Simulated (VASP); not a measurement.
These are PBE GGA with D3 dispersion (zero damping), VASP's PBE PAW potentials (set 64) (plane waves; VASP) values and carry that method's errors.

A VASP calculation is set up with these files.

File POSCAR:
```
Si
1
    0.0000000000     2.7265933262     2.7265933262
    2.7265933262     0.0000000000     2.7265933262
    2.7265933262     2.7265933262     0.0000000000
Si
2
Direct
  0.0000000000   0.0000000000   0.0000000000
  0.2500000000   0.2500000000   0.2500000000
```

**INCAR**
```
# general
SYSTEM = Si
PREC   = Accurate
ENCUT  = 520
LREAL  = .FALSE.   # projection in real space or not
LASPH  = .TRUE.   # aspherical one-centre terms
ICHARG = 11   # fixed density

# electronic loop
EDIFF  = 1E-7   # SCF stop (eV)
NELM   = 100
ALGO   = Normal   # blocked Davidson

# smearing
ISMEAR = 0   # Gaussian
SIGMA  = 0.05   # width (eV)

# functional
GGA    = PE   # PBE
IVDW   = 11   # D3, zero damping

# output
LWAVE  = .FALSE.
LCHARG = .FALSE.
LORBIT = 11   # lm-projected
```

**KPOINTS**
```
k-points along high-symmetry lines
15
Line-mode
Reciprocal
  0.000000   0.000000   0.000000 ! GAMMA
  0.500000   0.000000   0.500000 ! X

  0.500000   0.000000   0.500000 ! X
  0.625000   0.250000   0.625000 ! U

  0.375000   0.375000   0.750000 ! K
  0.000000   0.000000   0.000000 ! GAMMA

  0.000000   0.000000   0.000000 ! GAMMA
  0.500000   0.500000   0.500000 ! L

  0.500000   0.500000   0.500000 ! L
  0.500000   0.250000   0.750000 ! W

  0.500000   0.250000   0.750000 ! W
  0.500000   0.000000   0.500000 ! X
```

POTCAR, in this order: Si (PBE.64 set). Program: vasp_std. Read from the step before: CHGCAR.

The run wrote:

### OUTCAR
```
 ion  position               nearest neighbor table
   1  0.000  0.000  0.000-   2 2.36   2 2.36   2 2.36   2 2.36
   2  0.250  0.250  0.250-   1 2.36   1 2.36   1 2.36   1 2.36
  LATTYP: Found a face centered cubic cell.
 ALAT       =     5.4531866524
 Subroutine PRICEL returns:
 Original cell was already a primitive cell.
 Subroutine GETGRP returns: Found 48 space group operations
The static configuration has the point symmetry T_d .
 The point group associated with its full space group is O_h .
The dynamic configuration has the point symmetry T_d .
 Subroutine INISYM returns: Found 48 space group operations
   k-points           NKPTS =     90   k-points in BZ     NKDIM =     90   number of bands    NBANDS=      8
   number of dos      NEDOS =    301   number of ions     NIONS =      2
   total plane-waves  NPLWV =  27000
   dimension x,y,z NGX =    30 NGY =   30 NGZ =   30
   dimension x,y,z NGXF=    60 NGYF=   60 NGZF=   60
   ions per type =               2
   PREC   = accura    normal or accurate (medium, high low for compatibility)
   ISTART =      0    job   : 0-new  1-cont  2-samecut
   ICHARG =     11    charge: 1-file 2-atom 10-const
   ISPIN  =      1    spin polarized calculation?
   LNONCOLLINEAR =      F non collinear calculations
   LSORBIT =      F    spin-orbit coupling
   INIWAV =      1    electr: 0-lowe 1-rand  2-diag
   ENCUT  =  520.0 eV  38.22 Ry    6.18 a.u.   7.17  7.17  7.17*2*pi/ulx,y,z
   NELM   =    100;   NELMIN=  2; NELMDL= -5     # of ELM steps
   EDIFF  = 0.1E-06   stopping-criterion for ELM
   LREAL  =      F    real-space projection
   NLSPLINE    = F    spline interpolate recip. space projectors
   LMAXMIX     =    2 max onsite mixed and CHGCAR
   VOSKOWN=      0    Vosko Wilk Nusair interpolation
   EDIFFG = 0.1E-05   stopping-criterion for IOM
   NSW    =      0    number of steps for IOM
   NBLOCK =      1;   KBLOCK =      1    inner block; outer block
   IBRION =     -1    ionic relax: 0-MD 1-quasi-New 2-CG
   NFREE  =      0    steps in history (QN), initial steepest desc. (CG)
   ISIF   =      2    stress and relaxation
   ISYM   =      2    0-nonsym 1-usesym 2-fastsym
   TEIN   =    0.0    initial temperature
...
```

OSZICAR:
```
       N       E                     dE             d eps       ncg     rms          rms(c)
DAV:   1     0.802522252670E+01    0.80252E+01   -0.32601E+03  1440   0.763E+02
DAV:   2    -0.895855627635E+01   -0.16984E+02   -0.16239E+02  2168   0.804E+01
DAV:   3    -0.922142937833E+01   -0.26287E+00   -0.26287E+00  1936   0.119E+01
DAV:   4    -0.922268430394E+01   -0.12549E-02   -0.12549E-02  2432   0.812E-01
DAV:   5    -0.922268645769E+01   -0.21537E-05   -0.21537E-05  1960   0.236E-02
DAV:   6    -0.922268648572E+01   -0.28037E-07   -0.28037E-07  2424   0.165E-03
   1 F= -.95155717E+01 E0= -.95155717E+01  d E =-.984813E-16
```

**OUTCAR**
```
 val. band max:        5.7017086097   @ k =   0.0000   0.0000   0.0000

 cond. band min:       6.2980567646   @ k =   0.4286   0.0000   0.4286



 k-point     1 :       0.0000    0.0000    0.0000
  band No.  band energies     occupation
      1      -6.1709      2.00000
      2       5.7017      2.00000
      3       5.7017      2.00000
      4       5.7017      2.00000
      5       8.2621      0.00000
      6       8.2621      0.00000
      7       8.2621      0.00000
      8       8.9331      0.00000

 k-point     2 :       0.0357    0.0000    0.0357
  band No.  band energies     occupation
      1      -6.1488      2.00000
      2       5.5504      2.00000
      3       5.6099      2.00000
      4       5.6099      2.00000
      5       8.2078      0.00000
      6       8.3811      0.00000
      7       8.3811      0.00000
      8       9.0806      0.00000

 k-point     3 :       0.0714    0.0000    0.0714
  band No.  band energies     occupation
      1      -6.0826      2.00000
      2       5.1622      2.00000
      3       5.3758      2.00000
      4       5.3758      2.00000
      5       8.0575      0.00000
      6       8.6967      0.00000
      7       8.6967      0.00000
      8       9.4432      0.00000

 k-point     4 :       0.1071    0.0000    0.1071
  band No.  band energies     occupation
      1      -5.9724      2.00000
      2       4.6437      2.00000
      3       5.0705      2.00000
      4       5.0705      2.00000
      5       7.8402      0.00000
      6       9.1369      0.00000
      7       9.1369      0.00000
      8       9.8506      0.00000

 k-point     5 :       0.1429    0.0000    0.1429
  band No.  band energies     occupation
      1      -5.8185      2.00000
      2       4.0617      2.00000
      3       4.7430      2.00000
      4       4.7430      2.00000
      5       7.5877      0.00000
      6       9.6514      0.00000
      7       9.6514      0.00000
      8      10.0533      0.00000
...
```

The density is held fixed in this step, so its total energy and stress have no physical meaning.

The compound is Si in the diamond structure. It was relaxed first.
